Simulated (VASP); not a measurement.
The input files of a VASP run:

**INCAR**
```
ALGO = Normal
EDIFF = 1E-6
EDIFFG = -0.02
ENCUT = 500
GGA = PS
IBRION = 2
ISIF = 3
ISMEAR = 1
LASPH = .TRUE.
LCHARG = .FALSE.
LMAXMIX = 4
LREAL = .FALSE.
LWAVE = .FALSE.
NELM = 100
NSW = 40
PREC = Accurate
PSTRESS = 50
SIGMA = 0.1
SYSTEM = TiS2
```

### POSCAR
```
TiS2
1
    1.6728540865    -2.8974686236     0.0000000000
    1.6728540865     2.8974686236     0.0000000000
    0.0000000000     0.0000000000     5.6078808422
Ti S
1 2
Direct
  0.0000000000   0.0000000000   0.0000000000
  0.3333330000   0.6666670000   0.2548229553
  0.6666670000   0.3333330000   0.7451770447
```

File KPOINTS:
```
Automatic mesh
0
Gamma
11 11 6
0 0 0
```

POTCAR, in this order: Ti_sv S (PBE.64 set). Program: vasp_std.

Task: Write an equivalent input for Ansatz.

Result: One equivalent input (not run):
Ansatz 0.2 input:
```yaml
crystal:
  lattice:
    - [1.6728541, -2.8974686, 0.0000000]
    - [1.6728541, 2.8974686, 0.0000000]
    - [0.0000000, 0.0000000, 5.6078808]
  atoms:
    - { symbol: Ti, position: [0.0000000, 0.0000000, 0.0000000] }
    - { symbol: S, position: [0.3333330, 0.6666670, 0.2548230] }
    - { symbol: S, position: [0.6666670, 0.3333330, 0.7451770] }
kpoints:
  mp_grid: { grid: [11, 11, 6] }
hamiltonian:
  xc: pbesol
  pseudopotentials: { kind: paw }
scf:
  occupations: { method: methfessel_paxton, width: 0.1 }
  max_iter: 100
relax:
  max_steps: 40
  f_tol: 0.02
  cell: { p_target: 5 }
output: { forces: true, stress: true, eigenvalues: true }
```
The two are equivalent in intent, not identical: each code has its own PAW files, so the cut-off isn't converted (ENCUT is set for VASP's; basis.ecutwfc is left out, and Ansatz then takes the one that its files recommend); Ansatz stops its SCF on the density residual and VASP on the energy change (EDIFF).

The compound is TiS2 in the 1T layered structure. This run relaxes it under an external pressure of 5 GPa. Symmetry was kept, so distortions that lower it aren't found.
